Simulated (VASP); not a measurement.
Method: PBE GGA, VASP's PBE PAW potentials (set 64) (plane waves; VASP 6.6.1).

VASP input:

**KPOINTS**
```
Automatic mesh
0
Gamma
11 11 11
0 0 0
```

INCAR:
```
SYSTEM=CuZn
PREC=Accurate; ENCUT=400; LREAL=.FALSE.
LASPH=.TRUE.
EDIFF=1E-6; NELM=100; ALGO=Normal
LMAXMIX=4
ISMEAR=1; SIGMA=0.1
GGA=PE
ISIF=2
LWAVE=.FALSE.; LCHARG=.FALSE.
```

POSCAR:
```
CuZn
1
    2.9500000000     0.0000000000     0.0000000000
    0.0000000000     2.9500000000     0.0000000000
    0.0000000000     0.0000000000     2.9500000000
Zn Cu
1 1
Direct
  0.5000000000   0.5000000000   0.5000000000
  0.0000000000   0.0000000000   0.0000000000
```

POTCAR, in this order: Zn Cu (PBE.64 set). Program: vasp_std.

What VASP printed:

**OSZICAR**
```
       N       E                     dE             d eps       ncg     rms          rms(c)
DAV:   1     0.100428143099E+03    0.10043E+03   -0.99584E+03  1744   0.212E+03
DAV:   2    -0.354024806697E+01   -0.10397E+03   -0.10116E+03  1694   0.304E+02
DAV:   3    -0.607425035489E+01   -0.25340E+01   -0.25294E+01  2058   0.647E+01
DAV:   4    -0.609023628492E+01   -0.15986E-01   -0.15985E-01  1911   0.456E+00
DAV:   5    -0.609047980861E+01   -0.24352E-03   -0.24352E-03  2232   0.593E-01    0.945E+00
DAV:   6    -0.593140321727E+01    0.15908E+00   -0.16991E+01  1833   0.107E+02    0.599E+00
DAV:   7    -0.502068600931E+01    0.91072E+00   -0.37903E+00  1799   0.102E+02    0.222E+00
DAV:   8    -0.502385584489E+01   -0.31698E-02   -0.18361E-01  2274   0.596E+00    0.124E+00
DAV:   9    -0.501446695560E+01    0.93889E-02   -0.20695E-02  2051   0.375E+00    0.507E-02
DAV:  10    -0.501447730298E+01   -0.10347E-04   -0.46949E-04  2161   0.320E-01    0.262E-02
DAV:  11    -0.501448094718E+01   -0.36442E-05   -0.14526E-05  2368   0.834E-02    0.133E-02
DAV:  12    -0.501447960066E+01    0.13465E-05   -0.12421E-06  1274   0.416E-02    0.228E-03
DAV:  13    -0.501447964382E+01   -0.43163E-07   -0.49128E-07  1155   0.198E-02
   1 F= -.50144796E+01 E0= -.50145725E+01  d E =0.278666E-03
```

### OUTCAR
```
------------------------ aborting loop because EDIFF is reached ----------------------------------------
  FORCE on cell =-STRESS in cart. coord.  units (eV):
  Direction    XX          YY          ZZ          XY          YZ          ZX
  --------------------------------------------------------------------------------------
  Total        0.2202056      0.2202056      0.2202056     -0.0000000     -0.0000000     -0.0000000
  in kB       13.7427239     13.7427239     13.7427239     -0.0000000     -0.0000000     -0.0000000
  external PRESSURE =      13.7427239 kB  Pullay stress =       0.0000000 kB
  volume of cell :       25.67
      direct lattice vectors                 reciprocal lattice vectors
     2.950000000  0.000000000  0.000000000     0.338983051  0.000000000  0.000000000
     0.000000000  2.950000000  0.000000000     0.000000000  0.338983051  0.000000000
     0.000000000  0.000000000  2.950000000     0.000000000  0.000000000  0.338983051
 POSITION                                       TOTAL-FORCE (eV/Angst)
 -----------------------------------------------------------------------------------
      1.47500      1.47500      1.47500         0.000000      0.000000      0.000000
      0.00000      0.00000      0.00000         0.000000      0.000000      0.000000
 -----------------------------------------------------------------------------------
    total drift:                               -0.000000      0.000000      0.000000
  FREE ENERGIE OF THE ION-ELECTRON SYSTEM (eV)
  ---------------------------------------------------
  free  energy   TOTEN  =        -5.0144796438 eV

  energy  without entropy=       -5.0147583102  energy(sigma->0) =       -5.01457253
```
(Selected blocks of OUTCAR.)

File OUTCAR:
```
 val. band max:        5.2892977871   @ k =   0.3636   0.2727   0.0909

 cond. band min:       5.4114821145   @ k =   0.4545   0.3636   0.3636


 Fermi energy:         5.3944995814

 k-point     1 :       0.0000    0.0000    0.0000
  band No.  band energies     occupation
      1      -4.8071      2.00000
      2      -2.3417      2.00000
      3      -2.3417      2.00000
      4      -1.6554      2.00000
      5      -1.6554      2.00000
      6      -1.6554      2.00000
      7       1.9270      2.00000
      8       1.9270      2.00000
      9       2.7641      2.00000
     10       2.7641      2.00000
     11       2.7641      2.00000
     12      11.7033      0.00000
     13      11.7033      0.00000
     14      11.7033      0.00000
     15      16.7180      0.00000

 k-point     2 :       0.0909    0.0000    0.0000
  band No.  band energies     occupation
      1      -4.6582      2.00000
      2      -2.3248      2.00000
      3      -2.3098      2.00000
      4      -1.6684      2.00000
      5      -1.6684      2.00000
      6      -1.6490      2.00000
      7       1.9186      2.00000
      8       1.9405      2.00000
      9       2.7150      2.00000
     10       2.7150      2.00000
     11       2.7585      2.00000
     12      10.3816      0.00000
     13      11.9292      0.00000
     14      11.9292      0.00000
     15      16.7978      0.00000

 k-point     3 :       0.1818    0.0000    0.0000
  band No.  band energies     occupation
      1      -4.2199      2.00000
      2      -2.2789      2.00000
      3      -2.2177      2.00000
      4      -1.7032      2.00000
      5      -1.7032      2.00000
      6      -1.6317      2.00000
      7       1.8957      2.00000
      8       1.9622      2.00000
      9       2.5894      2.00000
     10       2.5894      2.00000
     11       2.7434      2.00000
     12       8.1048      0.00000
     13      12.5831      0.00000
     14      12.5831      0.00000
     15      17.0408      0.00000
...
```

The compound is CuZn in the CsCl type structure. The cell was not relaxed at this level. The electron count is odd and the run is not spin-polarised, which forces a metal.
